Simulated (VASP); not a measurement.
Here is the system:

```xyz
4
Lattice="4.9089 2.4498 2.4498 2.4498 4.9089 2.4498 2.4498 2.4498 4.9089" Properties=species:S:1:pos:R:3 pbc="T T T"
Mn     7.3587     7.3587     4.8995
Mn     4.9042     4.9042     4.9042
S      2.4521     2.4521     2.4521
S      7.3563     7.3563     7.3563
```
Starting moments (μB, in the order of the record's atoms Mn Mn S S): 3.7 -3.7 0.0 0.0.

All values below come from LDA (Ceperley-Alder, Perdew-Zunger), VASP's LDA PAW potentials (set 64) (plane waves; VASP). Settings: 520 eV cut-off, 12×12×12 Γ-centred mesh, tetrahedra with Blöchl corrections, potentials Mn_pv S.

The cores are frozen, which limits the accuracy of field gradients.

Task: Give the principal components of the electric field gradient (V/Å²) and the asymmetry η at each nucleus.

Result: 
| atom | Vxx | Vyy | Vzz | η |
|---|---|---|---|---|
| Mn1 | 5.9 | 5.9 | -11.8 | 0.00 |
| Mn2 | 5.9 | 5.9 | -11.8 | 0.00 |
| S3 | 0.9 | 0.9 | -1.9 | 0.00 |
| S4 | 0.9 | 0.9 | -1.9 | 0.00 |

The compound is MnS in the rock salt, AFM-II order structure. It was relaxed first, which changed the volume by -17 %.
